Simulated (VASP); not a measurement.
Here is the system:

```
FePt
1.0
    2.72000     0.00000     0.00000
    0.00000     2.72000     0.00000
    0.00000     0.00000     3.71000
Fe Pt
1 1
Direct
  0.00000   0.00000   0.00000
  0.50000   0.50000   0.50000
```
Starting moments (μB, in the order of the record's atoms Fe Pt): 3.0 0.0.

Level of theory: vdW-DF-cx, VASP's PBE PAW potentials (set 64) (plane waves; VASP). Run with 520 eV cut-off, 12×12×9 Γ-centred mesh, first-order Methfessel-Paxton smearing of 0.10 eV, potentials Fe Pt.

The ions, cell shape and volume are relaxed. Which structure does the run end with?

```
FePt
1.0
    2.69433     0.00000     0.00000
    0.00000     2.69433     0.00000
    0.00000     0.00000     3.72474
Fe Pt
1 1
Direct
  0.00000   0.00000   0.00000
  0.50000   0.50000   0.50000
```
Space group P4/mmm (123), at a tolerance of 0.03 Å. The cell ends with 3.19 μB, on the sites 2.84 0.31 μB.

How do energy and volume change from the first to the last step?

The energy (σ→0) changes by -2.8 meV/atom and the volume by -1.5 %, in 5 ionic steps.

The compound is FePt in the L1_0 structure. This run relaxes it. Symmetry was kept, so distortions that lower it aren't found.
